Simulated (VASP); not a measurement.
VASP input:

### KPOINTS
```
kpoints
0
Gamma
10 10 10
```

File POSCAR:
```
HgTe
1.0
  3.5677961061   0.0000000000   0.0000000000
  0.0000000000   3.5677961061   0.0000000000
  0.0000000000   0.0000000000   3.5677961061
Hg Te
1 1
Cartesian
  0.0000000000   0.0000000000   0.0000000000
  1.7838980530   1.7838980530   1.7838980530
```

**INCAR**
```
ALGO = Normal
EDIFF = 1E-6
EDIFFG = -0.02
ENCUT = 500
GGA = PS
IBRION = 2
ISIF = 3
ISMEAR = 1
LASPH = .True.
LCHARG = .False.
LMAXMIX = 6
LREAL = .False.
LWAVE = .False.
NELM = 100
NSW = 40
PREC = Accurate
PSTRESS = 100
SIGMA = 0.1
SYSTEM = HgTe
```

POTCAR, in this order: Hg Te (PBE.64 set). Program: vasp_std.

Translate this PBEsol calculation to Quantum ESPRESSO's pw.x.

One equivalent input (not run):
```
&CONTROL
  calculation = 'vc-relax'
  pseudo_dir = './pseudo'
  outdir = './out'
  tprnfor = .true.
  tstress = .true.
  nstep = 40
  forc_conv_thr = 0.00078
/
&SYSTEM
  ibrav = 0
  nat = 2
  ntyp = 2
  ecutwfc = 82.3
  occupations = 'smearing'
  smearing = 'methfessel-paxton'
  degauss = 0.00735
  input_dft = 'pbesol'
/
&ELECTRONS
  conv_thr = 7.3e-08
  electron_maxstep = 100
/
&IONS
/
&CELL
  press = 100
/
ATOMIC_SPECIES
  Hg 200.592 Hg.upf
  Te 127.600 Te.upf
CELL_PARAMETERS angstrom
     3.5677961    0.0000000    0.0000000
    -0.0000000    3.5677961    0.0000000
    -0.0000000    0.0000000    3.5677961
ATOMIC_POSITIONS crystal
  Hg   0.0000000  0.0000000  0.0000000
  Te   0.5000000  0.5000000  0.5000000
K_POINTS automatic
  10 10 10 0 0 0
```
What does not carry over: the potentials are each code's own (VASP's PAW set, PseudoDojo norm-conserving files in pw.x), so ENCUT and ecutwfc are chosen apart and not converted; conv_thr bounds pw.x's estimated SCF error, while EDIFF bounds the energy change between steps; forc_conv_thr acts on force components and is met together with etot_conv_thr.

The structure was generated: HgTe was put into the CsCl type type (Pm-3m), which need not be its known phase. It was relaxed first under an external pressure of 10 GPa.
